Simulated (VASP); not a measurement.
An input for Ansatz (written as the equivalent of a VASP run, and not itself run):

Ansatz 0.2 input:
```yaml
crystal:
  lattice:
    - [3.5106420, 0.0000000, 0.0000000]
    - [-1.7553210, 3.0403050, 0.0000000]
    - [0.0000000, 0.0000000, 11.2955110]
  atoms:
    - { symbol: Tm, position: [0.0000000, 0.0000000, 0.0000000], spin: 2 }
    - { symbol: Tm, position: [0.0000000, 0.0000000, 0.5000000], spin: 2 }
    - { symbol: Tm, position: [0.3333330, 0.6666670, 0.2500000], spin: 2 }
    - { symbol: Tm, position: [0.6666670, 0.3333330, 0.7500000], spin: 2 }
kpoints:
  mp_grid: { grid: [6, 6, 2] }
hamiltonian:
  xc: pbe
  pseudopotentials: { kind: paw }
magnetization: { spin_polarized: true }
scf:
  occupations: { method: gaussian, width: 0.1 }
  max_iter: 100
output: { forces: true, stress: true, eigenvalues: true }
```

Translate this input to VASP (INCAR, KPOINTS, POSCAR, choice of POTCAR).

One answer among several that fit: 
**POSCAR**
```
Tm
3.5106420
  1.0000000000   0.0000000000   0.0000000000
 -0.5000000000   0.8660253595   0.0000000000
  0.0000000000   0.0000000000   3.2175058009
Tm
4
Cart
  0.0000000000   0.0000000000   0.0000000000
  0.0000000000   0.0000000000   1.6087529005
 -0.0000005000   0.5773505283   0.8043764502
  0.5000005000   0.2886748311   2.4131293507
```

INCAR:
```
SYSTEM = Tm
PREC = Accurate; ENCUT = 300; LREAL = .False.
LASPH = .True.
EDIFF = 1E-6; NELM = 100; ALGO = Normal
LMAXMIX = 6
ISMEAR = 0; SIGMA = 0.1
GGA = PE
MAGMOM = 2.0 2.0 2.0 2.0
ISPIN = 2
ISIF = 2
LWAVE = .False.; LCHARG = .False.; LORBIT = 11
```

File KPOINTS:
```
K-points
0
Gamma
 6 6 2
```

POTCAR, in this order: Tm (PBE.64 set). Program: vasp_std.

Limits of the translation: each code has its own PAW files, so the cut-off isn't converted (ENCUT is set for VASP's; basis.ecutwfc is left out, and Ansatz then takes the one that its files recommend); Ansatz stops its SCF on the density residual and VASP on the energy change (EDIFF).

The structure was generated: Tm was put into an ordered model structure, which need not be its known phase. The cell was not relaxed at this level. The k-mesh is coarse (spacing up to 0.34 per Å, 2π included), so the numbers may not be converged in it. The run is one of a series of settings (KPOINTS 6×6×2 Γ-centred mesh against the base run), some of them coarse on purpose.
